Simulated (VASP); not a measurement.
Here is the system:

```
CELL_PARAMETERS angstrom
      0.00000     2.99586     2.99586
      2.99586     0.00000     2.99586
      2.99586     2.99586     0.00000
ATOMIC_POSITIONS crystal
  Al 0.25000 0.25000 0.25000
  Al 0.75000 0.75000 0.75000
  Au 0.00000 0.00000 0.00000
```

Level of theory: optB88-vdW, VASP's PBE PAW potentials (set 64) (plane waves; VASP 6.6.1). Numerical set-up: 520 eV cut-off, 9×9×9 Γ-centred mesh, first-order Methfessel-Paxton smearing of 0.10 eV, potentials Al Au.

Task: Give the stress tensor in GPa (positive for a compressed cell).

Result: 
```
3.47  0.00  0.00
0.00  3.47  0.00
0.00  0.00  3.47
```
The pressure is its mean diagonal, 3.47 GPa.

The compound is AuAl2 in the fluorite structure. This cell is one point of a volume scan, at 0.97 of the reference volume. The electron count is odd and the run is not spin-polarised, which forces a metal.
